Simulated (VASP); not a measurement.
A run of VASP 6.6.1:

INCAR

```
PREC = Accurate
ENCUT = 600
EDIFF = 1E-7
ISMEAR = 0
SIGMA = 0.1
LREAL = False
LASPH = True
NELM = 100
ALGO = Normal
ISIF = 3
LWAVE = False
LCHARG = False
METAGGA = R2SCAN
LMIXTAU = True
LUSE_VDW = True
IVDW_NL = 2
BPARAM = 11.95
CPARAM = 0.0093
IBRION = 2
NSW = 90
EDIFFG = -0.005
```

KPOINTS

```
Automatic mesh
0
Gamma
  14 14 14
```

File POSCAR:

```
Si
1.0
    0.0000000000      2.7185000000      2.7185000000
    2.7185000000      0.0000000000      2.7185000000
    2.7185000000      2.7185000000      0.0000000000
Si
2
Direct
    0.5000000000      0.5000000000      0.5000000000
    0.7500000000      0.7500000000      0.7500000000
```

Potentials or basis: VASP PAW PBE potentials, release 64 (Si).

Launch:

```bash
$ cat potpaw_PBE.64/Si/POTCAR > POTCAR
$ mpirun -np 1 vasp_std > vasp.out
```

Hardware: 1 thread of Intel(R) Xeon(R) 6975P-C (Granite Rapids), with other jobs on the host.

Problem. Estimate the wall time of this run.

Solution. It took 3.3 min on 1 thread of Intel(R) Xeon(R) 6975P-C (Granite Rapids), with other jobs on the host, peak memory 0.32 GiB. Counts: scf iterations 32, k points 104, ion steps 3.
